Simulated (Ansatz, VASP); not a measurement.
# Si2W in two plane-wave programs, part 2 of 2

Wanted: the spread between two codes on one cell, functional and k mesh. The cell is taken from a series of runs on this material, whose earlier steps may have relaxed, scaled, displaced or heated it; both programs get it as it stands.

VASP 6.6.1 and Ansatz 0.2.0.

So far: Starting point; Ansatz: zone-centre phonons, LDA.

### Step 3. VASP: zone-centre phonons, LDA

Level of this step: LDA; plane waves and PAW (Si, W) (VASP).

The same cell, functional (in two slightly different forms), mesh and smearing now go to VASP, with its own data sets.

Lines of VASP's logs that name or quote its potential files are left out, and so is its time.

The input, INCAR:

```
SYSTEM = Si2W
PREC = Accurate
ENCUT = 600
EDIFF = 1E-08
NELM = 120
ISMEAR = 1
SIGMA = 0.2
LREAL = .FALSE.
ALGO = Normal
GGA = PW92
NBANDS = 13
LASPH = .TRUE.
LORBIT = 11
LWAVE = .FALSE.
LCHARG = .FALSE.
ISIF = 2
IBRION = 8
GGA_COMPAT = .FALSE.
KPAR = 2
```

The input, POSCAR:

```
Si2W
1.0
   -1.5929412878      1.5929412878      3.8858930236
    1.5929412878     -1.5929412878      3.8858930236
    1.5929412878      1.5929412878     -3.8858930236
Si W
2 1
Direct
    0.3347112741      0.3347112741      0.0000000000
    0.6652887259      0.6652887259      0.0000000000
    0.0000000000      0.0000000000      0.0000000000
```

The input, KPOINTS:

```
Automatic mesh
0
Gamma
20 20 20
0 0 0
```

Potentials, in the order of the species: Si and W (LDA family, release 64).

The run is started by

```sh
mpirun -np 2 vasp_std
```

Numbers of over 12 decimals in the logs are rounded to 6 here.

The program printed:

```text
[banner, memory and clock lines left out]
running    2 mpi-ranks, on    1 nodes
 distrk:  each k-point on    1 cores,    2 groups
 distr:  one band on    1 cores,    1 groups

 POSCAR found type information on POSCAR SiW
 POSCAR found :  2 types and       3 ions
|                                                                             |
|               ----> ADVICE to this user running VASP <----                  |
|                                                                             |
|     You enforced a specific xc type in the INCAR file but a different       |
|     [... a line on the potential file left out ...]
|     I HOPE YOU KNOW WHAT YOU ARE DOING!                                     |
|                                                                             |

 LDA part: xc-table for (Slater(with rela. corr.)+PW92), standard interpolation
 POSCAR, INCAR and KPOINTS ok, starting setup
 FFT: planning ... GRIDC
 FFT: planning ... GRID_SOFT
 FFT: planning ... GRID
 WAVECAR not read
 entering main loop
       N       E                     dE             d eps       ncg     rms          rms(c)
DAV:   1     0.308192470469E+02    0.30819E+02   -0.66539E+03 16666   0.106E+03
DAV:   2    -0.257279785504E+02   -0.56547E+02   -0.51757E+02 20580   0.192E+02
DAV:   3    -0.282717393420E+02   -0.25438E+01   -0.24598E+01 22622   0.340E+01
DAV:   4    -0.283039938507E+02   -0.32255E-01   -0.32205E-01 19643   0.419E+00
DAV:   5    -0.283043940099E+02   -0.40016E-03   -0.40008E-03 23579   0.433E-01    0.263E+01
DAV:   6    -0.275915738955E+02    0.71282E+00   -0.19080E+00 22701   0.861E+00    0.110E+01
DAV:   7    -0.274672052152E+02    0.12437E+00   -0.19272E-01 18804   0.292E+00    0.526E+00
DAV:   8    -0.274428778180E+02    0.24327E-01   -0.38100E-02 21777   0.147E+00    0.491E-01
DAV:   9    -0.274426730582E+02    0.20476E-03   -0.16526E-03 19732   0.283E-01    0.257E-01
DAV:  10    -0.274425900467E+02    0.83012E-04   -0.32538E-04 21009   0.106E-01    0.673E-02
DAV:  11    -0.274425747697E+02    0.15277E-04   -0.48455E-05 20316   0.467E-02    0.246E-02
DAV:  12    -0.274425749126E+02   -0.14290E-06   -0.16649E-06 20560   0.972E-03    0.110E-02
DAV:  13    -0.274425748429E+02    0.69737E-07   -0.17773E-07 20780   0.287E-03    0.176E-03
DAV:  14    -0.274425748391E+02    0.38337E-08   -0.69924E-09 13445   0.623E-04
   1 F= -.27442575E+02 E0= -.27442876E+02  d E =0.904901E-03
 Linear response reoptimize wavefunctions to high precision
DAV:   1    -0.274425748391E+02   -0.66393E-10   -0.83224E-10 15452   0.254E-04
 Linear response DOF=           4
 Linear response progress:
  Degree of freedom:   1/  4
       N       E                     dE             d eps       ncg     rms          rms(c)
RMM:   1    -0.186038807975E-01   -0.18604E-01    0.13550E-02133965   0.915E-01
RMM:   2    -0.171324748466E-01    0.14714E-02   -0.72700E-04 87794   0.212E-01    0.962E-02
RMM:   3    -0.172010667367E-01   -0.68592E-04   -0.16339E-04 88955   0.641E-02    0.516E-02
RMM:   4    -0.173719873652E-01   -0.17092E-03   -0.10045E-04 88262   0.476E-02    0.119E-02
RMM:   5    -0.173598463093E-01    0.12141E-04   -0.18607E-06 92139   0.948E-03    0.122E-03
RMM:   6    -0.173651761939E-01   -0.53299E-05   -0.25435E-07 93708   0.164E-03    0.726E-04
RMM:   7    -0.173651957193E-01   -0.19525E-07   -0.14253E-09 95632   0.358E-04    0.724E-05
RMM:   8    -0.173656217363E-01   -0.42602E-06   -0.10687E-08 96863   0.126E-04    0.215E-05
RMM:   9    -0.173656021202E-01    0.19616E-07   -0.24037E-09100611   0.368E-05    0.364E-06
RMM:  10    -0.173656175403E-01   -0.15420E-07   -0.29685E-09 98917   0.210E-05    0.133E-06
RMM:  11    -0.173656184073E-01   -0.86695E-09    0.13563E-09 93447   0.161E-05    0.260E-07
 first order change of Fermi-energy   0.18093E-04
 force on displaced ion       1 direction 1 :  -8.881  -0.000  -0.000
 Linear response progress:
  Degree of freedom:   2/  4
       N       E                     dE             d eps       ncg     rms          rms(c)
RMM:   1    -0.260361109232E-01   -0.26036E-01    0.36552E-02 41433   0.112E+00
RMM:   2    -0.232015562018E-01    0.28346E-02   -0.11543E-03 26665   0.272E-01    0.150E-01
RMM:   3    -0.231788236094E-01    0.22733E-04   -0.52950E-04 26732   0.108E-01    0.991E-02
RMM:   4    -0.232675163264E-01   -0.88693E-04   -0.66625E-05 27814   0.393E-02    0.403E-02
RMM:   5    -0.233124049695E-01   -0.44889E-04   -0.48852E-06 27774   0.110E-02    0.130E-02
RMM:   6    -0.233169025313E-01   -0.44976E-05   -0.33605E-07 28187   0.347E-03    0.189E-03
RMM:   7    -0.233154482871E-01    0.14542E-05   -0.10144E-07 28852   0.123E-03    0.566E-04
RMM:   8    -0.233155158553E-01   -0.67568E-07   -0.77070E-09 29795   0.230E-04    0.112E-04
RMM:   9    -0.233158391643E-01   -0.32331E-06    0.29180E-09 29519   0.759E-05    0.162E-05
RMM:  10    -0.233158215210E-01    0.17643E-07    0.12482E-08 30712   0.261E-05    0.438E-06
RMM:  11    -0.233158208747E-01    0.64626E-09   -0.19603E-09 29113   0.174E-05    0.126E-06
 first order change of Fermi-energy  -0.41156E+00
 force on displaced ion       1 direction 3 :   0.000   0.000 -14.430
 Linear response progress:
  Degree of freedom:   3/  4
       N       E                     dE             d eps       ncg     rms          rms(c)
RMM:   1    -0.122633960464E+00   -0.12263E+00   -0.10452E-01 58347   0.179E+00
RMM:   2    -0.121558856769E+00    0.10751E-02   -0.13871E-03 47150   0.250E-01    0.154E-01
RMM:   3    -0.121222429117E+00    0.33643E-03   -0.20302E-04 48445   0.789E-02    0.871E-02
RMM:   4    -0.121361038237E+00   -0.13861E-03   -0.24354E-04 47930   0.892E-02    0.123E-02
RMM:   5    -0.121358569155E+00    0.24691E-05   -0.78236E-06 51183   0.176E-02    0.316E-03
RMM:   6    -0.121367140424E+00   -0.85713E-05   -0.15887E-07 51027   0.235E-03    0.897E-04
RMM:   7    -0.121367562369E+00   -0.42194E-06   -0.14044E-08 52980   0.599E-04    0.114E-04
RMM:   8    -0.121367447425E+00    0.11494E-06   -0.43254E-09 53443   0.128E-04    0.461E-05
RMM:   9    -0.121367246482E+00    0.20094E-06   -0.14979E-08 55134   0.614E-05    0.461E-06
RMM:  10    -0.121367235300E+00    0.11182E-07    0.17282E-09 55106   0.365E-05    0.268E-06
RMM:  11    -0.121367238464E+00   -0.31640E-08   -0.45206E-09 51857   0.322E-05    0.218E-07
 first order change of Fermi-energy  -0.85200E-03
 force on displaced ion       3 direction 1 : -11.209  -0.000  -0.000
 Linear response progress:
  Degree of freedom:   4/  4
       N       E                     dE             d eps       ncg     rms          rms(c)
RMM:   1    -0.139803560694E+00   -0.13980E+00   -0.12735E-01 31930   0.186E+00
RMM:   2    -0.135354264308E+00    0.44493E-02   -0.21935E-03 25754   0.308E-01    0.181E-01
RMM:   3    -0.134738691530E+00    0.61557E-03   -0.76538E-04 26818   0.131E-01    0.957E-02
RMM:   4    -0.134797102058E+00   -0.58411E-04   -0.26347E-04 26765   0.889E-02    0.284E-02
RMM:   5    -0.134869147597E+00   -0.72046E-04   -0.40099E-05 26654   0.375E-02    0.647E-03
RMM:   6    -0.134880333199E+00   -0.11186E-04   -0.66336E-07 28920   0.500E-03    0.176E-03
RMM:   7    -0.134876142057E+00    0.41911E-05   -0.82930E-08 27983   0.136E-03    0.229E-04
RMM:   8    -0.134877226209E+00   -0.10842E-05   -0.12231E-08 29250   0.348E-04    0.930E-05
RMM:   9    -0.134877340945E+00   -0.11474E-06   -0.76797E-09 30196   0.940E-05    0.498E-05
RMM:  10    -0.134877278974E+00    0.61972E-07   -0.75678E-09 29763   0.526E-05    0.654E-06
RMM:  11    -0.134877313188E+00   -0.34214E-07   -0.14547E-08 30820   0.398E-05    0.143E-06
RMM:  12    -0.134877315288E+00   -0.21003E-08   -0.13664E-08 29685   0.328E-05    0.552E-07
 first order change of Fermi-energy   0.49233E-03
 force on displaced ion       3 direction 3 :   0.000   0.000 -15.141
 Linear response finished
```

Parts of OUTCAR (step 3):

```text
ion  position               nearest neighbor table
   1  0.335  0.335  0.000-   2 2.57   3 2.59   3 2.59   3 2.59   3 2.59   3 2.60   2 2.61   2 2.61
                             2 2.61   2 2.61
   2  0.665  0.665  0.000-   1 2.57   3 2.59   3 2.59   3 2.59   3 2.59   3 2.60   1 2.61   1 2.61
                             1 2.61   1 2.61
   3  0.000  0.000  0.000-   2 2.59   2 2.59   2 2.59   1 2.59   1 2.59   1 2.59   2 2.59   1 2.59
                             1 2.60   2 2.60

  LATTYP: Found a body centered tetragonal cell.
 ALAT       =     3.1858825756
 C/A-ratio  =     2.4394452284

 Subroutine GETGRP returns: Found 16 space group operations
 (whereof 16 operations were pure point group operations)

The static configuration has the point symmetry D_4h.

 Found    641 irreducible k-points:

   k-points           NKPTS =    641   k-points in BZ     NKDIM =    641   number of bands    NBANDS=     13

   dimension x,y,z NGX =    36 NGY =   36 NGZ =   36
   dimension x,y,z NGXF=    72 NGYF=   72 NGZF=   72

   ENCUT  =  600.0 eV  44.10 Ry    6.64 a.u.   8.97  8.97  8.97*2*pi/ulx,y,z

   NELECT =      14.0000    total number of electrons

 k-points in reciprocal lattice and weights: Automatic mesh
   0.00000000  0.00000000  0.00000000       0.000
   0.05000000 -0.00000000  0.00000000       0.001
   0.10000000  0.00000000  0.00000000       0.001
   0.15000000 -0.00000000  0.00000000       0.001
   0.20000000  0.00000000  0.00000000       0.001
   0.25000000  0.00000000 -0.00000000       0.001
   0.30000000 -0.00000000  0.00000000       0.001
   0.35000000  0.00000000  0.00000000       0.001
   0.40000000  0.00000000  0.00000000       0.001
[...]
-0.45000000 -0.45000000  0.45000000       0.000
   0.50000000  0.50000000  0.50000000       0.000

 average (electrostatic) potential at core
       1 -80.5057       2 -80.5057       3 -34.8294

  Total       -0.0090695     -0.0090695      0.0155912      0.0000000     -0.0000000      0.0000000
  in kB       -0.3684194     -0.3684194      0.6333452      0.0000000     -0.0000000      0.0000000
  external PRESSURE =      -0.0344978 kB  Pullay stress =       0.0000000 kB

  energy-cutoff  :      600.00
  volume of cell :       39.44
      direct lattice vectors                 reciprocal lattice vectors
    -1.592941288  1.592941288  3.885893024     0.000000000  0.313884764  0.128670552
     1.592941288 -1.592941288  3.885893024     0.313884764  0.000000000  0.128670552
     1.592941288  1.592941288 -3.885893024     0.313884764  0.313884764  0.000000000

 POSITION                                       TOTAL-FORCE (eV/Angst)
 -----------------------------------------------------------------------------------
      0.00000      0.00000      2.60130        -0.000000     -0.000000     -0.003554
      0.00000      0.00000      5.17048         0.000000      0.000000      0.003554
      0.00000      0.00000      0.00000        -0.000000     -0.000000      0.000000
 -----------------------------------------------------------------------------------
    total drift:                                0.000000     -0.000000      0.000000

 Eigenvectors and eigenvalues of the dynamical matrix
 ----------------------------------------------------

   1 f  =   13.611424 THz    85.523097 2PiTHz  454.028223 cm-1    56.292300 meV
             X         Y         Z           dx          dy          dz
      0.000000  0.000000  2.601304     0.000000    0.000000    0.707107
      0.000000  0.000000  5.170482    -0.000000    0.000000   -0.707107
      0.000000  0.000000  0.000000    -0.000000    0.000000    0.000000

   2 f  =   10.286441 THz    64.631613 2PiTHz  343.118730 cm-1    42.541282 meV
             X         Y         Z           dx          dy          dz
      0.000000  0.000000  2.601304     0.569035   -0.419760   -0.000000
      0.000000  0.000000  5.170482    -0.569035    0.419760    0.000000
      0.000000  0.000000  0.000000     0.000000   -0.000000    0.000000

   3 f  =   10.286441 THz    64.631613 2PiTHz  343.118730 cm-1    42.541282 meV
             X         Y         Z           dx          dy          dz
      0.000000  0.000000  2.601304    -0.419760   -0.569035    0.000000
      0.000000  0.000000  5.170482     0.419760    0.569035   -0.000000
      0.000000  0.000000  0.000000     0.000000    0.000000    0.000000

   4 f  =    9.273786 THz    58.268918 2PiTHz  309.340217 cm-1    38.353282 meV
             X         Y         Z           dx          dy          dz
      0.000000  0.000000  2.601304     0.000000   -0.000000    0.618853
      0.000000  0.000000  5.170482     0.000000   -0.000000    0.618853
      0.000000  0.000000  0.000000     0.000000   -0.000000   -0.483778

   5 f  =    7.978700 THz    50.131650 2PiTHz  266.140784 cm-1    32.997237 meV
             X         Y         Z           dx          dy          dz
      0.000000  0.000000  2.601304    -0.618846    0.000000   -0.000000
      0.000000  0.000000  5.170482    -0.618846   -0.000000    0.000000
      0.000000  0.000000  0.000000     0.483796    0.000000    0.000000

   6 f  =    7.978700 THz    50.131650 2PiTHz  266.140784 cm-1    32.997237 meV
             X         Y         Z           dx          dy          dz
      0.000000  0.000000  2.601304    -0.000000   -0.618846   -0.000000
      0.000000  0.000000  5.170482    -0.000000   -0.618846   -0.000000
      0.000000  0.000000  0.000000     0.000000    0.483796    0.000000

   7 f/i=    0.000209 THz     0.001315 2PiTHz    0.006982 cm-1     0.000866 meV
             X         Y         Z           dx          dy          dz
      0.000000  0.000000  2.601304    -0.000000   -0.000000    0.342083
      0.000000  0.000000  5.170482    -0.000000   -0.000000    0.342083
      0.000000  0.000000  0.000000    -0.000000   -0.000000    0.875191

   8 f/i=    0.000340 THz     0.002137 2PiTHz    0.011347 cm-1     0.001407 meV
             X         Y         Z           dx          dy          dz
      0.000000  0.000000  2.601304    -0.234288   -0.249275   -0.000000
      0.000000  0.000000  5.170482    -0.234288   -0.249275   -0.000000
      0.000000  0.000000  0.000000    -0.599379   -0.637720   -0.000000

   9 f/i=    0.000340 THz     0.002137 2PiTHz    0.011347 cm-1     0.001407 meV
             X         Y         Z           dx          dy          dz
      0.000000  0.000000  2.601304     0.249275   -0.234288   -0.000000
      0.000000  0.000000  5.170482     0.249275   -0.234288   -0.000000
      0.000000  0.000000  0.000000     0.637720   -0.599379   -0.000000

 ELASTIC MODULI CONTR FROM IONIC RELAXATION (kBar)
 Direction    XX          YY          ZZ          XY          YZ          ZX
 --------------------------------------------------------------------------------
 XX         -27.2302    -27.2302    -36.0078      0.0000      0.0000      0.0000
 YY         -27.2302    -27.2302    -36.0078      0.0000      0.0000      0.0000
 ZZ         -36.0078    -36.0078    -47.6149      0.0000      0.0000      0.0000
 XY           0.0000      0.0000      0.0000      0.0000      0.0000      0.0000
 YZ           0.0000      0.0000      0.0000      0.0000    -34.9029     -0.0000
 ZX           0.0000      0.0000      0.0000      0.0000     -0.0000    -12.8484
 --------------------------------------------------------------------------------
```

### Step 4. Differences

Known differences besides the potentials themselves: the data sets hold 22 valence electrons in Ansatz (on its PAW soft_1 files) and 14 in VASP; the cutoff is 420 eV in Ansatz and 600 eV in VASP; VASP's log shows a relativistic correction to its local exchange, Ansatz's none. Total energies have different zeros and are not compared.

The two programs side by side:

```csv
quantity,Ansatz,VASP,difference
optical mode 1 to 2 (cm⁻¹),264.1,266.1,-0.78 %
optical mode 3 (cm⁻¹),307.3,309.3,-0.65 %
optical mode 4 to 5 (cm⁻¹),341.3,343.1,-0.52 %
optical mode 6 (cm⁻¹),451.8,454.0,-0.49 %
```

Modes are paired by rising frequency, not by their patterns, so a pair may set unlike modes beside each other; they are those without the splitting of longitudinal modes.

### Step 5. Outcome

* r.m.s. difference of the optical zone-centre modes, each program's sorted by frequency (zone-centre phonons, LDA): 2.0 cm⁻¹
* difference in optical mode 1 to 2 (zone-centre phonons, LDA): -0.8 %

**Reading.** The r.m.s. difference of the optical zone-centre modes, each program's sorted by frequency is 2.0 cm⁻¹ (zone-centre phonons, LDA). The data sets hold unlike numbers of valence electrons (22 in Ansatz and 14 in VASP), so part of the differences may come from the potentials. Among the rows given in per cent, the largest difference of the zone-centre phonons, LDA pair is in optical mode 1 to 2, -0.8 %. How closely two codes agree says nothing of how well the functional describes the real material.

[Lines on the potential files, build, host, timing and source positions are cut from VASP's logs without a mark.]

[Logs are printed without paths, hosts, clocks, repeated set-up lines and the standing remarks that a program may print on its own settings, such as how far it seeks lower states.]

[Hosts, paths, dates, database ids (printed as entryN), source tags and the programs' standing remarks are cut or masked in the printed files.]
